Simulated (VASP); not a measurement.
Set up this calculation in VASP 6.6.1, as the native input.

- Task: relaxation of cell and atoms
- Functional: LDA
- Potentials or basis: VASP PAW LDA potentials, release 64 (Ga_d, As)
- Cutoff: 600 eV
- k mesh: 10 × 10 × 10
- Occupations: gaussian, width 0.03 eV
- Spin: no spin polarisation
- Further INCAR settings: ALGO = Normal; EDIFF = 1e-06; IBRION = 2; EDIFFG = -0.01; NSW = 90; ISIF = 3

The structure of GaAs lies in POSCAR:

```
GaAs
1.0
    0.0000000000      2.8268500000      2.8268500000
    2.8268500000      0.0000000000      2.8268500000
    2.8268500000      2.8268500000      0.0000000000
Ga As
1 1
Direct
    0.0000000000      0.0000000000      0.0000000000
    0.2500000000      0.2500000000      0.2500000000
```

One way to write it, as run:

INCAR

```
SYSTEM = GaAs
ALGO = Normal ; EDIFF = 1E-6
EDIFFG = -0.01 ; ENCUT = 600
GGA = CA ; IBRION = 2
ISIF = 3 ; ISMEAR = 0
LASPH = .TRUE. ; LCHARG = .FALSE.
LREAL = .FALSE. ; LWAVE = .FALSE.
NELM = 80 ; NSW = 90
PREC = Accurate ; SIGMA = 0.03
```

KPOINTS

```
k-points
0
G
  10 10 10
  0 0 0
```

Potentials or basis: VASP PAW LDA potentials, release 64 (Ga_d, As).

The run is started by

```console
$ cat potpaw_LDA.64/Ga_d/POTCAR potpaw_LDA.64/As/POTCAR > POTCAR
$ mpirun -np 1 vasp_std > vasp.out
```

It gave:

```json
{
 "Relaxed volume": "22.08 Å³/atom",
 "Relaxed cell": "a = 3.967 Å, b = 3.967 Å, c = 3.967 Å, α = 60.00°, β = 60.00°, γ = 60.00°",
 "Space group after relaxing (to 0.05 Å)": "F-43m (No. 216)",
 "Energy gained by relaxing": "2.7 meV/atom",
 "Ionic steps": "3",
 "Pressure after relaxing": "0.0 GPa",
 "Band gap on the k mesh": "0.51 eV, direct"
}
```

It took 64 s on 1 thread of AMD EPYC 7R13 Processor (Zen 3), with other jobs on the host, peak memory 0.16 GiB.
